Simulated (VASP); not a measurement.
These are PBEsol GGA, VASP's PBE PAW potentials (set 64) (plane waves; VASP) values and carry that method's errors.

The input files of a VASP run:

### KPOINTS
```
kpoints
0
Gamma
  3 3 6
```

### POSCAR
```
Ga3InP4
1
    0.0012198893     5.5468155504     5.5380164282
    5.5468155504     0.0012198893     5.5380164282
    2.7740177199     2.7740177199     0.0000000000
In P Ga
1 4 3
Direct
  0.9993165891   0.9993165891   0.0013668217
  0.1359518671   0.1359518671   0.2280962657
  0.1299735388   0.6094686614   0.2605577997
  0.6094686614   0.1299735388   0.2605577997
  0.6250616425   0.6250616425   0.2498767151
  0.0001626909   0.5002326670   0.9996046421
  0.5002326670   0.0001626909   0.9996046421
  0.4998323431   0.4998323431   0.0003353138
```

**INCAR**
```
ALGO=Normal
EDIFF=1E-6
EDIFFG=-0.02
ENCUT=400
GGA=PS
IBRION=2
ISIF=3
ISMEAR=0
LASPH=.TRUE.
LCHARG=.FALSE.
LMAXMIX=4
LREAL=.FALSE.
LWAVE=.FALSE.
NELM=100
NSW=60
PREC=Accurate
SIGMA=0.05
SYSTEM=Ga3InP4
```

POTCAR, in this order: In_d P Ga_d (PBE.64 set). Program: vasp_std.

Output

### OSZICAR
```
       N       E                     dE             d eps       ncg     rms          rms(c)
DAV:   1     0.604988459044E+03    0.60499E+03   -0.28128E+04  1406   0.197E+03
DAV:   2     0.557349754536E+02   -0.54925E+03   -0.53703E+03  1499   0.523E+02
DAV:   3    -0.340306269399E+02   -0.89766E+02   -0.87835E+02  1577   0.180E+02
DAV:   4    -0.397760266856E+02   -0.57454E+01   -0.57130E+01  1773   0.449E+01
DAV:   5    -0.399547463196E+02   -0.17872E+00   -0.17835E+00  2144   0.822E+00    0.924E+00
DAV:   6    -0.387956727564E+02    0.11591E+01   -0.23941E+00  2017   0.182E+01    0.552E+00
DAV:   7    -0.386598153835E+02    0.13586E+00   -0.11255E+00  2000   0.524E+00    0.192E+00
DAV:   8    -0.386493415991E+02    0.10474E-01   -0.20477E-01  1788   0.455E+00    0.671E-01
DAV:   9    -0.386481704656E+02    0.11711E-02   -0.25391E-02  1896   0.219E+00    0.236E-01
DAV:  10    -0.386483554688E+02   -0.18500E-03   -0.34730E-03  1881   0.510E-01    0.159E-01
DAV:  11    -0.386484968435E+02   -0.14137E-03   -0.48414E-04  1936   0.213E-01    0.376E-02
DAV:  12    -0.386484885561E+02    0.82874E-05   -0.93223E-05  1694   0.145E-01    0.311E-02
DAV:  13    -0.386484958845E+02   -0.73284E-05   -0.27212E-05  1568   0.846E-02    0.714E-03
DAV:  14    -0.386484958271E+02    0.57367E-07   -0.11251E-05  1731   0.392E-02    0.643E-03
DAV:  15    -0.386484960523E+02   -0.22513E-06   -0.23803E-06  1024   0.154E-02
   1 F= -.38648496E+02 E0= -.38648496E+02  d E =-.386485E+02
       N       E                     dE             d eps       ncg     rms          rms(c)
DAV:   1    -0.386550699596E+02   -0.65741E-02   -0.13157E-01  1873   0.403E+00    0.497E-01
DAV:   2    -0.386505118343E+02    0.45581E-02   -0.17544E-02  1794   0.173E+00    0.230E-01
DAV:   3    -0.386490809743E+02    0.14309E-02   -0.29246E-03  1893   0.599E-01    0.705E-02
DAV:   4    -0.386490082030E+02    0.72771E-04   -0.67154E-04  1530   0.212E-01    0.385E-02
DAV:   5    -0.386489929512E+02    0.15252E-04   -0.63955E-05  1725   0.113E-01    0.162E-02
DAV:   6    -0.386489902965E+02    0.26547E-05   -0.21012E-05  1698   0.649E-02    0.559E-03
DAV:   7    -0.386489903204E+02   -0.23865E-07   -0.41432E-06  1165   0.291E-02
   2 F= -.38648990E+02 E0= -.38648990E+02  d E =-.494268E-03
```

File OUTCAR:
```
------------------------ aborting loop because EDIFF is reached ----------------------------------------
  FORCE on cell =-STRESS in cart. coord.  units (eV):
  Direction    XX          YY          ZZ          XY          YZ          ZX
  --------------------------------------------------------------------------------------
  Total       -0.0989809     -0.0989809      0.0542922      0.0227842     -0.0000000     -0.0000000
  in kB       -0.9280012     -0.9280012      0.5090197      0.2136143     -0.0000000     -0.0000000
  external PRESSURE =      -0.4489942 kB  Pullay stress =       0.0000000 kB
  volume of cell :      170.89
      direct lattice vectors                 reciprocal lattice vectors
    -0.003859022  5.549339696  5.549207631    -0.090038197  0.090038197  0.090102954
     5.549339696 -0.003859022  5.549207631     0.090038197 -0.090038197  0.090102954
     2.772740337  2.772740337 -0.000000000     0.180327019  0.180327019 -0.180205908
 POSITION                                       TOTAL-FORCE (eV/Angst)
 -----------------------------------------------------------------------------------
      5.54548      5.54548     11.09106         0.000000      0.000000     -0.018086
      1.38637      1.38637      1.50835        -0.000000     -0.000000      0.014594
      4.10403      1.44145      4.10343         0.002704     -0.002704      0.017838
      1.44145      4.10403      4.10343        -0.002704      0.002704      0.017838
      4.15911      4.15911      6.93691        -0.000000     -0.000000      0.006730
      5.54805      2.77017      2.77669        -0.002797      0.002797     -0.013411
      2.77017      5.54805      2.77669         0.002797     -0.002797     -0.013411
      2.77274      2.77274      5.54790         0.000000      0.000000     -0.012091
 -----------------------------------------------------------------------------------
    total drift:                                0.000003      0.000003     -0.003580
  FREE ENERGIE OF THE ION-ELECTRON SYSTEM (eV)
  ---------------------------------------------------
  free  energy   TOTEN  =       -38.6489903204 eV

  energy  without entropy=      -38.6489903204  energy(sigma->0) =      -38.64899032

 reached required accuracy - stopping structural energy minimisation
```
(Selected blocks of OUTCAR.)

**CONTCAR**
```
Ga3InP4
   1.00000000000000
    -0.0038590216016100    5.5493396963820478    5.5492076308584926
     5.5493396963820478   -0.0038590216016100    5.5492076308584926
     2.7727403374402972    2.7727403374402972   -0.0000000000001012
  In              P               Ga
     1     4     3
Direct
     0.9993370153351254    0.9993370153351254    0.0013259692297473
     0.1359066394283877    0.1359066394283877    0.2281867210432229
     0.1299979203383101    0.6094643602888161    0.2605377192728791
     0.6094643602888161    0.1299979203383101    0.2605377192728791
     0.6250364185768686    0.6250364185768686    0.2499271629462644
     0.0000724381785962    0.5003028955565125    0.9996246662648913
     0.5003028955565125    0.0000724381785962    0.9996246662648913
     0.4998823121973814    0.4998823121973814    0.0002353756052444
```

**OUTCAR**
```
 val. band max:        4.8813478510   @ k =   0.0000   0.0000   0.0000

 cond. band min:       5.9169583082   @ k =   0.0000   0.0000   0.0000


 Fermi energy:         5.1188312681

 k-point     1 :       0.0000    0.0000    0.0000
  band No.  band energies     occupation
      1      -9.8993      2.00000
      2      -9.8731      2.00000
      3      -9.8618      2.00000
      4      -9.8070      2.00000
      5      -9.7958      2.00000
      6      -9.7865      2.00000
      7      -9.7750      2.00000
      8      -9.7652      2.00000
      9      -9.7583      2.00000
     10      -9.7471      2.00000
     11      -9.7335      2.00000
     12      -9.7171      2.00000
     13      -9.7025      2.00000
     14      -9.6958      2.00000
     15      -9.6844      2.00000
     16      -9.3805      2.00000
     17      -9.3171      2.00000
     18      -9.2546      2.00000
     19      -9.1524      2.00000
     20      -9.1287      2.00000
     21      -7.5128      2.00000
     22      -5.5218      2.00000
     23      -5.4710      2.00000
     24      -4.6227      2.00000
     25      -1.9149      2.00000
     26      -1.7534      2.00000
     27      -1.4926      2.00000
     28       2.1180      2.00000
     29       2.1275      2.00000
     30       3.4869      2.00000
     31       3.6539      2.00000
     32       3.6749      2.00000
     33       3.8321      2.00000
     34       4.7820      2.00000
     35       4.7916      2.00000
     36       4.8813      2.00000
     37       5.9170      0.00000
     38       6.1878      0.00000
     39       6.2931      0.00000
     40       6.4790      0.00000
     41       6.8392      0.00000
     42       8.6158      0.00000
     43       8.6307      0.00000

 k-point     2 :       0.3333    0.0000    0.0000
  band No.  band energies     occupation
      1      -9.8912      2.00000
      2      -9.8703      2.00000
      3      -9.8555      2.00000
      4      -9.8031      2.00000
      5      -9.7988      2.00000
...
```

Unless said otherwise, spin-orbit coupling is left out, though it shifts the bands of the heavy elements here.

The structure was generated: Ga3InP4 was put into an ordered model structure (Amm2), which need not be its known phase. This run relaxes it. Symmetry was kept, so distortions that lower it aren't found. The start is the result of an earlier pass.
